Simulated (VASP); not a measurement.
An input for Quantum ESPRESSO's pw.x (written as the equivalent of a VASP run, and not itself run):

```
&CONTROL
  calculation = 'vc-relax'
  pseudo_dir = './pseudo'
  outdir = './out'
  tprnfor = .true.
  tstress = .true.
  nstep = 60
  forc_conv_thr = 0.00039
/
&SYSTEM
  ibrav = 0
  nat = 2
  ntyp = 1
  ecutwfc = 78
  occupations = 'smearing'
  smearing = 'methfessel-paxton'
  degauss = 0.00735
  input_dft = 'vdw-df2-b86r'
/
&ELECTRONS
  conv_thr = 7.3e-08
  electron_maxstep = 100
/
&IONS
/
&CELL
/
ATOMIC_SPECIES
  Ge 72.630 Ge.upf
CELL_PARAMETERS angstrom
     0.0000000    2.8609584    2.8609584
     2.8609584    0.0000000    2.8609584
     2.8609584    2.8609584   -0.0000000
ATOMIC_POSITIONS crystal
  Ge   0.0000000  0.0000000  0.0000000
  Ge   0.2500000  0.2500000  0.2500000
K_POINTS automatic
  10 10 10 0 0 0
```

Task: Translate this input to VASP (INCAR, KPOINTS, POSCAR, choice of POTCAR).

Result: This is not unique; one that fits is 
File POSCAR:
```
Ge
1
    0.0000000000     2.8609584076     2.8609584076
    2.8609584076     0.0000000000     2.8609584076
    2.8609584076     2.8609584076    -0.0000000000
Ge
2
Direct
  0.0000000000   0.0000000000   0.0000000000
  0.2500000000   0.2500000000   0.2500000000
```

**KPOINTS**
```
Automatic mesh
0
Gamma
10 10 10
0 0 0
```

### INCAR
```
AGGAC  =  0.0
ALGO  =  Normal
EDIFF  =  1E-6
EDIFFG  =  -0.01
ENCUT  =  520
GGA  =  MK
IBRION  =  2
ISIF  =  3
ISMEAR  =  1
LASPH  =  T
LCHARG  =  F
LMAXMIX  =  4
LREAL  =  F
LUSE_VDW  =  T
LWAVE  =  F
NELM  =  100
NSW  =  60
PARAM1  =  0.1234568
PARAM2  =  0.7114
PREC  =  Accurate
SIGMA  =  0.1
SYSTEM  =  Ge
ZAB_VDW  =  -1.8867
```

POTCAR, in this order: Ge_d (PBE.64 set). Program: vasp_std.

Limits of the translation: the potentials are each code's own (VASP's PAW set, PseudoDojo norm-conserving files in pw.x), so ENCUT and ecutwfc are chosen apart and not converted; conv_thr bounds pw.x's estimated SCF error, while EDIFF bounds the energy change between steps; forc_conv_thr acts on force components and is met together with etot_conv_thr.

The compound is Ge in the diamond structure. It was relaxed first. The start is the result of an earlier pass.
